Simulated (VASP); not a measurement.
Consider the following.

```
CELL_PARAMETERS angstrom
      0.00000     3.58575     3.58575
      3.58575     0.00000     3.58575
      3.58575     3.58575     0.00000
ATOMIC_POSITIONS crystal
  K  0.00000 0.00000 0.00000
  I  0.50000 0.50000 0.50000
```

These are vdW-DF2, VASP's PBE PAW potentials (set 64) (plane waves; VASP) values and carry that method's errors. Numerical set-up: 520 eV cut-off, Gaussian smearing of 0.050 eV, potentials K_sv I.

Unless said otherwise, spin-orbit coupling is left out, though it shifts the bands of the heavy elements here.

Q: Give the energies of bands 6 to 11 at the high-symmetry points, in eV from the valence-band maximum.

A: 
| band | Γ | X | U | L | W |
|---|---|---|---|---|---|
| 6 | 0.00 | -0.97 | -0.83 | -1.28 | -0.71 |
| 7 | 0.00 | -0.36 | -0.73 | -0.31 | -0.71 |
| 8 | 0.00 | -0.36 | -0.36 | -0.31 | -0.58 |
| 9 | 3.56 | 4.77 | 5.40 | 5.25 | 6.22 |
| 10 | 6.26 | 5.37 | 6.24 | 7.33 | 6.22 |
| 11 | 6.26 | 7.87 | 7.31 | 7.88 | 6.25 |

The gap is direct, 3.56 eV, from the valence maximum at Γ to the conduction minimum at Γ.

Measured: gap 6.10 eV (computed value off by -2.54 eV), as given by Aguado et al., (1998), arXiv:cond-mat/9809176.

The compound is KI in the rock salt structure. It was relaxed first.
